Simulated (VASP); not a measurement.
Given:

```
CELL_PARAMETERS angstrom
      0.00000     2.09437     2.09437
      2.09437     0.00000     2.09437
      2.09437     2.09437     0.00000
ATOMIC_POSITIONS crystal
  O  0.00000 0.00000 0.00000
  Ni 0.50000 0.50000 0.50000
```
Starting moments (μB, in the order of the record's atoms O Ni): 0.3 1.7.

Method: r2SCAN meta-GGA, VASP's PBE PAW potentials (set 64) (plane waves; VASP). Run with 520 eV cut-off, 12×12×12 Γ-centred mesh, tetrahedra with Blöchl corrections, potentials O Ni.

The moments were started parallel, and other spin orders were not tried in this run.

### Question
Give the spin-up energies of bands 2 to 10 at the high-symmetry points, in eV from the valence-band maximum.

### Answer

```tsv
band	Γ	X	U	L	W
2	-3.97	-6.71	-6.38	-8.08	-6.18
3	-3.97	-4.08	-6.24	-6.22	-6.01
4	-3.07	-4.08	-5.59	-6.22	-6.01
5	-3.07	-3.83	-3.21	-2.49	-3.25
6	-3.07	-3.67	-2.35	-2.49	-2.27
7	-2.75	-3.12	-2.28	-1.82	-2.27
8	-2.75	-2.17	-1.99	0.00	-2.16
9	-2.75	-2.17	-1.59	0.00	-1.74
10	2.15	6.77	8.47	6.35	9.19
```

### Question
Give the spin-down energies of bands 2 to 10 at the high-symmetry points, in eV from the valence-band maximum.

### Answer

```tsv
band	Γ	X	U	L	W
2	-2.19	-6.28	-5.92	-7.64	-5.51
3	-2.19	-3.48	-5.55	-4.35	-5.51
4	-2.19	-3.48	-3.94	-4.35	-4.74
5	-2.07	-3.05	-1.84	-1.25	-1.36
6	-2.07	-1.20	-1.32	-1.25	-1.36
7	-2.07	-1.20	-1.04	-0.88	-1.20
8	0.74	1.20	1.84	3.49	1.61
9	0.74	1.74	2.31	3.49	2.29
10	2.71	7.41	9.11	6.64	10.01
```

The gap is indirect, 0.74 eV, from the valence maximum at L to the conduction minimum at Γ.

The structure was generated: NiO was put into the rocksalt type (Fm-3m), which need not be its known phase. It was relaxed first, which changed the volume by +13 %.
